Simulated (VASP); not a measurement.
Consider the following.

```
BaO
1.0
    0.00000     2.79123     2.79123
    2.79123     0.00000     2.79123
    2.79123     2.79123     0.00000
Ba O
1 1
Cartesian
  0.00000   0.00000   0.00000
  2.79123   2.79123   2.79123
```

The numbers are results of optB88-vdW, VASP's PBE PAW potentials (set 64) (plane waves; VASP 6.6.1), not measurements. Numerical set-up: 520 eV cut-off, Gaussian smearing of 0.050 eV, potentials Ba_sv O.

Unless said otherwise, spin-orbit coupling is left out, though it shifts the bands of the heavy elements here.

### Question
Give the energies of bands 6 to 11 at the high-symmetry points, in eV from the valence-band maximum.

### Answer

```csv
band,Γ,X,U,L,W
6,-0.28,-0.12,-0.87,-1.90,-1.22
7,-0.28,-0.12,-0.67,-1.35,-0.18
8,-0.28,0.00,-0.13,-1.35,-0.18
9,3.49,2.09,3.48,4.92,4.64
10,4.72,5.95,6.53,7.10,4.64
11,4.72,8.88,6.95,7.10,6.82
```

The gap is direct, 2.09 eV, from the valence maximum at X to the conduction minimum at X.

Measured: gap 4.40 eV (computed value off by -2.31 eV), as given by Abedi et al., (2022), arXiv:2211.14644.

The compound is BaO in the rock salt structure. It was relaxed first.
